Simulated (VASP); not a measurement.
Input:

```
GaN
1.0
    2.92668     0.00000     0.00000
   -1.46334     2.53458     0.00000
    0.00000     0.00000     4.98438
Ga N
2 2
Direct
  0.00000   0.00000   0.00000
  0.00000   0.00000   0.50000
  0.33333   0.66667   0.25000
  0.66667   0.33333   0.75000
```

Method: PBEsol GGA, VASP's PBE PAW potentials (set 64) (plane waves; VASP). Run with 620 eV cut-off, 9×9×5 Γ-centred mesh, Gaussian smearing of 0.050 eV, potentials Ga_d N.

Problem. Estimate the energy per atom (σ→0), pressure.

Solution. 
```
Quantity                        Value
---------------------  --------------
energy per atom (σ→0)  -5982 meV/atom
pressure                     9.81 GPa
```

Total energies compare only between runs with the same potentials, cut-off and functional.

The structure was generated: GaN was put into the NiAs type type (P6_3/mmc), which need not be its known phase. It was relaxed first under an external pressure of 10 GPa.
